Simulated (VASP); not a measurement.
VASP input:

File KPOINTS:
```
Automatic mesh
0
Gamma
5 5 1
0 0 0
```

### INCAR
```
ALGO=Normal
EDIFF=1E-6
ENCUT=400
GGA=PE
ISIF=2
ISMEAR=1
IVDW=11
LASPH=.TRUE.
LCHARG=.FALSE.
LMAXMIX=6
LREAL=Auto
LWAVE=.FALSE.
NELM=100
PREC=Accurate
SIGMA=0.05
SYSTEM=KTaO3
```

**POSCAR**
```
KTaO3
5.5931170
  1.0000000000   0.0000000000   0.0000000000
  0.5000000894   0.8660255096   0.0000000000
  0.0000000000   0.0000000000   3.9463683667
K Ta O
4 4 12
Cart
  0.7801125465   0.4503982169   1.2515394247
  0.2801115167   0.1617224697   1.6639033481
  1.2801120763   0.7390730981   2.0762830569
  0.7801125465   0.4503982169   2.4886469803
  1.2801120763   0.7390730981   1.4577213864
  0.7801125465   0.4503982169   1.8700853098
  0.2801115167   0.1617224697   2.2824650186
  1.2801120763   0.7390730981   2.6948289420
  0.5301125018   0.0173854621   1.2515394247
  0.0301125018   0.0173854621   1.2515394247
  0.2801125465   0.4503982169   1.2515394247
  0.5301115614   0.5947352245   1.6639033481
  1.0301115614   0.5947352245   1.6639033481
  0.7801115167   0.1617224697   1.6639033481
  1.0301120316   0.3060603433   2.0762830569
  0.5301120316   0.3060603433   2.0762830569
  0.7801120763   0.7390730981   2.0762830569
  0.5301125018   0.0173854621   2.4886469803
  0.0301125018   0.0173854621   2.4886469803
  0.2801125465   0.4503982169   2.4886469803
```

POTCAR, in this order: K_sv Ta_pv O (PBE.64 set). Program: vasp_std.

Q: Translate this PBE-D3 (zero damping) calculation to Quantum ESPRESSO's pw.x.

A: One equivalent input (not run):
```
&CONTROL
  calculation = 'scf'
  pseudo_dir = './pseudo'
  outdir = './out'
  tprnfor = .true.
  tstress = .true.
/
&SYSTEM
  ibrav = 0
  nat = 20
  ntyp = 3
  ecutwfc = 84
  occupations = 'smearing'
  smearing = 'methfessel-paxton'
  degauss = 0.003675
  input_dft = 'pbe'
  vdw_corr = 'grimme-d3'
  dftd3_version = 3
  dftd3_threebody = .false.
/
&ELECTRONS
  conv_thr = 7.3e-08
  electron_maxstep = 100
/
ATOMIC_SPECIES
  K 39.098 K.upf
  Ta 180.948 Ta.upf
  O 15.999 O.upf
CELL_PARAMETERS angstrom
     5.5931170    0.0000000    0.0000000
     2.7965590    4.8437820    0.0000000
     0.0000000    0.0000000   22.0725000
ATOMIC_POSITIONS crystal
  K    0.5200750  0.5200750  0.3171370
  K    0.1867410  0.1867410  0.4216290
  K    0.8534080  0.8534080  0.5261250
  K    0.5200750  0.5200750  0.6306170
  Ta   0.8534080  0.8534080  0.3693830
  Ta   0.5200750  0.5200750  0.4738750
  Ta   0.1867410  0.1867410  0.5783710
  Ta   0.8534080  0.8534080  0.6828630
  O    0.5200750  0.0200750  0.3171370
  O    0.0200750  0.0200750  0.3171370
  O    0.0200750  0.5200750  0.3171370
  O    0.1867410  0.6867410  0.4216290
  O    0.6867410  0.6867410  0.4216290
  O    0.6867410  0.1867410  0.4216290
  O    0.8534080  0.3534080  0.5261250
  O    0.3534080  0.3534080  0.5261250
  O    0.3534080  0.8534080  0.5261250
  O    0.5200750  0.0200750  0.6306170
  O    0.0200750  0.0200750  0.6306170
  O    0.0200750  0.5200750  0.6306170
K_POINTS automatic
  5 5 1 0 0 0
```
The two are equivalent in intent, not identical: the potentials are each code's own (VASP's PAW set, PseudoDojo norm-conserving files in pw.x), so ENCUT and ecutwfc are chosen apart and not converted; conv_thr bounds pw.x's estimated SCF error, while EDIFF bounds the energy change between steps.

The cell is a sheet with vacuum, built from a database entry that may be metastable or hypothetical.
